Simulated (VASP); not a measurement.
These are PBE GGA, VASP's PBE PAW potentials (set 64) (plane waves; VASP 6.6.1) values and carry that method's errors.

Input for VASP

### INCAR
```
SYSTEM = Tl
PREC = Accurate
ENCUT = 300
EDIFF = 1E-6
NELM = 100
ALGO = Normal
LREAL = .FALSE.
LASPH = .TRUE.
ISMEAR = 0
SIGMA = 0.1
GGA = PE
LMAXMIX = 4
LWAVE = .FALSE.
LCHARG = .FALSE.
ISIF = 2
```

File KPOINTS:
```
Automatic mesh
0
Gamma
7 7 2
0 0 0
```

**POSCAR**
```
Tl
1
    3.4529940000     0.0000000000     0.0000000000
   -1.7264970000     2.9903800000     0.0000000000
    0.0000000000     0.0000000000    11.1100300000
Tl
4
Direct
  0.0000000000   0.0000000000   0.0000000000
  0.0000000000   0.0000000000   0.5000000000
  0.3333330000   0.6666670000   0.2500000000
  0.6666670000   0.3333330000   0.7500000000
```

POTCAR, in this order: Tl_d (PBE.64 set). Program: vasp_std.

What VASP printed:

OUTCAR:
```
 ion  position               nearest neighbor table
   1  0.000  0.000  0.000-   3 3.42   4 3.42   3 3.42   4 3.42   4 3.42   3 3.42
   2  0.000  0.000  0.500-   3 3.42   4 3.42   3 3.42   4 3.42   4 3.42   3 3.42
   3  0.333  0.667  0.250-   1 3.42   2 3.42   1 3.42   2 3.42   1 3.42   2 3.42
   4  0.667  0.333  0.750-   1 3.42   2 3.42   1 3.42   2 3.42   1 3.42   2 3.42
  LATTYP: Found a hexagonal cell.
 ALAT       =     3.4529940000
 C/A-ratio  =     3.2175063148
 Subroutine PRICEL returns:
 Original cell was already a primitive cell.
 Subroutine GETGRP returns: Found 24 space group operations
The static configuration has the point symmetry D_3d.
 The point group associated with its full space group is D_6h.
The dynamic configuration has the point symmetry D_3d.
 Subroutine INISYM returns: Found 24 space group operations
 Subroutine IBZKPT returns following result:
 Found     16 irreducible k-points:

 Following reciprocal coordinates:
            Coordinates               Weight
  0.000000  0.000000  0.000000      1.000000
  0.142857  0.000000  0.000000      6.000000
  0.285714 -0.000000  0.000000      6.000000
  0.428571 -0.000000  0.000000      6.000000
  0.142857  0.142857  0.000000      6.000000
  0.285714  0.142857  0.000000     12.000000
  0.428571  0.142857  0.000000      6.000000
  0.285714  0.285714  0.000000      6.000000
  0.000000  0.000000  0.500000      1.000000
  0.142857  0.000000  0.500000      6.000000
  0.285714 -0.000000  0.500000      6.000000
  0.428571 -0.000000  0.500000      6.000000
  0.142857  0.142857  0.500000      6.000000
  0.285714  0.142857  0.500000     12.000000
  0.428571  0.142857  0.500000      6.000000
  0.285714  0.285714  0.500000      6.000000
   k-points           NKPTS =     16   k-points in BZ     NKDIM =     16   number of bands    NBANDS=     31
   number of dos      NEDOS =    301   number of ions     NIONS =      4
   total plane-waves  NPLWV =  25600
   dimension x,y,z NGX =    20 NGY =   20 NGZ =   64
...
```

File OSZICAR:
```
       N       E                     dE             d eps       ncg     rms          rms(c)
DAV:   1     0.211748440242E+03    0.21175E+03   -0.21124E+04  1048   0.102E+03
DAV:   2    -0.400918189971E+01   -0.21576E+03   -0.21255E+03  1118   0.260E+02
DAV:   3    -0.879441985050E+01   -0.47852E+01   -0.46921E+01  1125   0.338E+01
DAV:   4    -0.882616486050E+01   -0.31745E-01   -0.31729E-01  1118   0.294E+00
DAV:   5    -0.882658587866E+01   -0.42102E-03   -0.42102E-03  1146   0.333E-01    0.458E+00
DAV:   6    -0.874293089992E+01    0.83655E-01   -0.16449E-01  1020   0.261E+00    0.318E+00
DAV:   7    -0.872876220724E+01    0.14169E-01   -0.11047E-01  1020   0.212E+00    0.652E-01
DAV:   8    -0.872568544134E+01    0.30768E-02   -0.16536E-02  1034   0.802E-01    0.452E-02
DAV:   9    -0.872570307668E+01   -0.17635E-04   -0.88960E-05  1188   0.603E-02    0.193E-02
DAV:  10    -0.872571548333E+01   -0.12407E-04   -0.28708E-05  1048   0.371E-02    0.119E-02
DAV:  11    -0.872571602173E+01   -0.53840E-06   -0.61939E-06  1083   0.165E-02
   1 F= -.87257160E+01 E0= -.87161404E+01  d E =-.191513E-01
```

**OUTCAR**
```
------------------------ aborting loop because EDIFF is reached ----------------------------------------
  FORCE on cell =-STRESS in cart. coord.  units (eV):
  Direction    XX          YY          ZZ          XY          YZ          ZX
  --------------------------------------------------------------------------------------
  Total        1.8306008      1.8306002      1.4711400     -0.0000000      0.0000000      0.0000000
  in kB       25.5662364     25.5662275     20.5459931     -0.0000000      0.0000000      0.0000000
  external PRESSURE =      23.8928190 kB  Pullay stress =       0.0000000 kB
  volume of cell :      114.72
      direct lattice vectors                 reciprocal lattice vectors
     3.452994000  0.000000000  0.000000000     0.289603747  0.167202830  0.000000000
    -1.726497000  2.990380000  0.000000000     0.000000000  0.334405661  0.000000000
     0.000000000  0.000000000 11.110030000     0.000000000  0.000000000  0.090008758
 POSITION                                       TOTAL-FORCE (eV/Angst)
 -----------------------------------------------------------------------------------
      0.00000      0.00000      0.00000        -0.000000      0.000000     -0.000000
      0.00000      0.00000      5.55502        -0.000000      0.000000     -0.000000
     -0.00000      1.99359      2.77751        -0.000000      0.000000      0.000000
      1.72650      0.99679      8.33252         0.000000     -0.000000      0.000000
 -----------------------------------------------------------------------------------
    total drift:                                0.000000     -0.000000      0.000000
  FREE ENERGIE OF THE ION-ELECTRON SYSTEM (eV)
  ---------------------------------------------------
  free  energy   TOTEN  =        -8.7257160217 eV

  energy  without entropy=       -8.7065647581  energy(sigma->0) =       -8.71614039
```
(Selected blocks of OUTCAR.)

At this cut-off the stress carries a Pulay error, which pulls relaxed volumes low.

The structure was generated: Tl was put into an ordered model structure, which need not be its known phase. The cell was not relaxed at this level. The k-mesh is coarse (spacing up to 0.30 per Å, 2π included), so the numbers may not be converged in it.
